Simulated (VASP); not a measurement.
Computed with PBE GGA, VASP's PBE PAW potentials (set 64) (plane waves; VASP 6.6.1).

Input for VASP

### KPOINTS
```
K-points
0
G
 14 14 14
```

### INCAR
```
SYSTEM = Pd
PREC = Accurate
ENCUT = 480
EDIFF = 1E-6
NELM = 100
ALGO = Normal
LREAL = .FALSE.
LASPH = .TRUE.
ISMEAR = 1
SIGMA = 0.1
GGA = PE
LMAXMIX = 4
LWAVE = .FALSE.
LCHARG = .FALSE.
IBRION = 2
ISIF = 3
NSW = 60
EDIFFG = -0.01
```

POSCAR:
```
Pd
1
   -0.0000000000     1.9715613141     1.9715613141
    1.9715613141     0.0000000000     1.9715613141
    1.9715613141     1.9715613141    -0.0000000000
Pd
1
Direct
  0.0000000000   0.0000000000   0.0000000000
```

POTCAR, in this order: Pd (PBE.64 set). Program: vasp_std.

Output

**OUTCAR**
```
 ion  position               nearest neighbor table
   1  0.000  0.000  0.000-
  LATTYP: Found a face centered cubic cell.
 ALAT       =     3.9431226282
 Subroutine PRICEL returns:
 Original cell was already a primitive cell.
 Subroutine GETGRP returns: Found 48 space group operations
The static configuration has the point symmetry O_h .
The dynamic configuration has the point symmetry O_h .
 Subroutine INISYM returns: Found 48 space group operations
 Subroutine IBZKPT returns following result:
 Found    104 irreducible k-points:

 Following reciprocal coordinates:
            Coordinates               Weight
  0.000000  0.000000  0.000000      1.000000
  0.071429  0.000000  0.000000      8.000000
  0.142857  0.000000  0.000000      8.000000
  0.214286  0.000000  0.000000      8.000000
  0.285714  0.000000  0.000000      8.000000
  0.357143  0.000000  0.000000      8.000000
  0.428571  0.000000  0.000000      8.000000
  0.500000  0.000000  0.000000      4.000000
  0.071429  0.071429  0.000000      6.000000
  0.142857  0.071429  0.000000     24.000000
  0.214286  0.071429  0.000000     24.000000
  0.285714  0.071429  0.000000     24.000000
  0.357143  0.071429  0.000000     24.000000
  0.428571  0.071429  0.000000     24.000000
  0.500000  0.071429  0.000000     24.000000
 -0.428571  0.071429  0.000000     24.000000
 -0.357143  0.071429  0.000000     24.000000
 -0.285714  0.071429  0.000000     24.000000
 -0.214286  0.071429  0.000000     24.000000
 -0.142857  0.071429  0.000000     24.000000
 -0.071429  0.071429  0.000000     12.000000
  0.142857  0.142857  0.000000      6.000000
  0.214286  0.142857  0.000000     24.000000
  0.285714  0.142857  0.000000     24.000000
  0.357143  0.142857  0.000000     24.000000
  0.428571  0.142857  0.000000     24.000000
  0.500000  0.142857  0.000000     24.000000
 -0.428571  0.142857  0.000000     24.000000
 -0.357143  0.142857  0.000000     24.000000
 -0.285714  0.142857  0.000000     24.000000
 -0.214286  0.142857  0.000000     24.000000
 -0.142857  0.142857  0.000000     12.000000
  0.214286  0.214286  0.000000      6.000000
  0.285714  0.214286  0.000000     24.000000
  0.357143  0.214286  0.000000     24.000000
  0.428571  0.214286  0.000000     24.000000
  0.500000  0.214286  0.000000     24.000000
 -0.428571  0.214286  0.000000     24.000000
 -0.357143  0.214286  0.000000     24.000000
 -0.285714  0.214286  0.000000     24.000000
   k-points           NKPTS =    104   k-points in BZ     NKDIM =    104   number of bands    NBANDS=      9
   number of dos      NEDOS =    301   number of ions     NIONS =      1
   total plane-waves  NPLWV =   8000
   dimension x,y,z NGX =    20 NGY =   20 NGZ =   20
   dimension x,y,z NGXF=    40 NGYF=   40 NGZF=   40
   ions per type =               1
   PREC   = accura    normal or accurate (medium, high low for compatibility)
   ISTART =      0    job   : 0-new  1-cont  2-samecut
   ICHARG =      2    charge: 1-file 2-atom 10-const
   ISPIN  =      1    spin polarized calculation?
   LNONCOLLINEAR =      F non collinear calculations
   LSORBIT =      F    spin-orbit coupling
   INIWAV =      1    electr: 0-lowe 1-rand  2-diag
   ENCUT  =  480.0 eV  35.28 Ry    5.94 a.u.   4.98  4.98  4.98*2*pi/ulx,y,z
   NELM   =    100;   NELMIN=  2; NELMDL= -5     # of ELM steps
   EDIFF  = 0.1E-05   stopping-criterion for ELM
   LREAL  =      F    real-space projection
   NLSPLINE    = F    spline interpolate recip. space projectors
   LMAXMIX     =    4 max onsite mixed and CHGCAR
   VOSKOWN=      0    Vosko Wilk Nusair interpolation
...
```

### OSZICAR
```
       N       E                     dE             d eps       ncg     rms          rms(c)
DAV:   1     0.369369380080E+02    0.36937E+02   -0.50411E+03  1904   0.970E+02
DAV:   2    -0.512699555599E+01   -0.42064E+02   -0.40868E+02  1987   0.187E+02
DAV:   3    -0.548260870821E+01   -0.35561E+00   -0.35366E+00  2199   0.201E+01
DAV:   4    -0.548452680674E+01   -0.19181E-02   -0.19179E-02  2171   0.138E+00
DAV:   5    -0.548454789408E+01   -0.21087E-04   -0.21088E-04  2228   0.124E-01    0.696E+00
DAV:   6    -0.521795401509E+01    0.26659E+00   -0.12882E+00  1915   0.107E+01    0.343E+00
DAV:   7    -0.520985471434E+01    0.80993E-02   -0.31877E-03  2027   0.630E-01    0.189E+00
DAV:   8    -0.520641308559E+01    0.34416E-02   -0.98908E-04  1967   0.254E-01    0.292E-02
DAV:   9    -0.520641993433E+01   -0.68487E-05   -0.83027E-06  2462   0.310E-02    0.113E-02
DAV:  10    -0.520642284400E+01   -0.29097E-05   -0.12772E-06  2033   0.129E-02    0.176E-03
DAV:  11    -0.520642276891E+01    0.75088E-07   -0.22914E-08  1017   0.140E-03
   1 F= -.52064228E+01 E0= -.52058387E+01  d E =-.520642E+01
```

OUTCAR:
```
------------------------ aborting loop because EDIFF is reached ----------------------------------------
  FORCE on cell =-STRESS in cart. coord.  units (eV):
  Direction    XX          YY          ZZ          XY          YZ          ZX
  --------------------------------------------------------------------------------------
  Total       -0.0096859     -0.0096859     -0.0096859     -0.0000000      0.0000000     -0.0000000
  in kB       -1.0124904     -1.0124904     -1.0124904     -0.0000000      0.0000000     -0.0000000
  external PRESSURE =      -1.0124904 kB  Pullay stress =       0.0000000 kB
  volume of cell :       15.33
      direct lattice vectors                 reciprocal lattice vectors
     0.000000000  1.971561314  1.971561314    -0.253606112  0.253606112  0.253606112
     1.971561314  0.000000000  1.971561314     0.253606112 -0.253606112  0.253606112
     1.971561314  1.971561314  0.000000000     0.253606112  0.253606112 -0.253606112
 POSITION                                       TOTAL-FORCE (eV/Angst)
 -----------------------------------------------------------------------------------
      0.00000      0.00000      0.00000         0.000000      0.000000      0.000000
 -----------------------------------------------------------------------------------
    total drift:                                0.000000     -0.000000      0.000000
  FREE ENERGIE OF THE ION-ELECTRON SYSTEM (eV)
  ---------------------------------------------------
  free  energy   TOTEN  =        -5.2064227689 eV

  energy  without entropy=       -5.2046705098  energy(sigma->0) =       -5.20583868

 reached required accuracy - stopping structural energy minimisation
```
(Selected blocks of OUTCAR.)

The compound is Pd in the fcc structure. It was relaxed first. The start is the result of an earlier pass.
